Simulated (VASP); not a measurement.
A convergence study with VASP on Ga (space group no. 64 when undisturbed): one setting is varied, all else stays as given below, so the limit is that of these other settings. One atom is moved off its site, so that forces are finite.

```xyz
4
Lattice="2.2487 -3.8108 0.0000 2.2487 3.8108 0.0000 0.0000 0.0000 4.5073" Properties=species:S:1:pos:R:3 pbc="T T T"
Ga     2.2487     2.6302     4.1923
Ga     2.2487     1.1806     1.8886
Ga     2.2487    -1.1806     2.6188
Ga     2.2487    -2.6302     0.3651
```

Method: PBEsol GGA, VASP's PBE PAW potentials (set 64) (plane waves; VASP). The tightest run used: 300 eV cut-off, 15×15×13 Γ-centred mesh, Gaussian smearing of 0.10 eV, potentials Ga_d.

Q: The settings run are 2×2×1 mesh; 2×2×2 mesh; 3×3×2 mesh; 3×3×3 mesh; 4×4×3 mesh; 4×4×4 mesh; 5×5×4 mesh; 6×6×5 mesh; 7×7×6 mesh; 8×8×7 mesh; 9×9×8 mesh; 10×10×9 mesh; 11×11×10 mesh; 12×12×11 mesh; 14×14×12 mesh; 15×15×13 mesh. From which on does the energy per atom stay within 0.002 eV/atom of the tightest run?

A: From 10×10×9 mesh on: it is off by 0.0017 there and by no more than 0.002 in any finer run, while 9×9×8 mesh is off by 0.0029.
```
setting        E (eV/atom)  pressure (GPa)  largest force (eV/Å)  irreducible k-points  difference judged (eV/atom)
-------------  -----------  --------------  --------------------  --------------------  ---------------------------
2×2×1 mesh         -2.6201            7.91                 1.449                     3                       0.7297
2×2×2 mesh         -2.9369            3.37                 0.765                     6                       0.4129
3×3×2 mesh         -3.2289           -0.91                 0.672                     8                       0.1208
3×3×3 mesh         -3.3565           -0.59                 0.298                    10                       0.0067
4×4×3 mesh         -3.3752           -0.77                 0.326                    17                       0.0254
4×4×4 mesh         -3.3695           -0.86                 0.379                    24                       0.0197
5×5×4 mesh         -3.3712           -0.97                 0.326                    33                       0.0214
6×6×5 mesh         -3.3498           -0.89                 0.270                    55                       0.0000
7×7×6 mesh         -3.3461           -0.93                 0.294                    88                       0.0037
8×8×7 mesh         -3.3477           -0.88                 0.289                   129                       0.0021
9×9×8 mesh         -3.3469           -0.94                 0.296                   185                       0.0029
10×10×9 mesh       -3.3481           -0.90                 0.311                   251                       0.0017
11×11×10 mesh      -3.3500           -0.92                 0.321                   336                       0.0002
12×12×11 mesh      -3.3498           -0.93                 0.320                   433                       0.0000
14×14×12 mesh      -3.3498           -0.95                 0.311                   639                       0.0001
15×15×13 mesh      -3.3498           -0.94                 0.311                   784                       0.0000
```

Left out are rungs that failed or repeat a setting and relaxations that didn't move; long series are thinned to 24 rows.

The structure is a typed Ga crystal (space group no. 64). The cell was not relaxed at this level, it is distorted from the ideal structure.
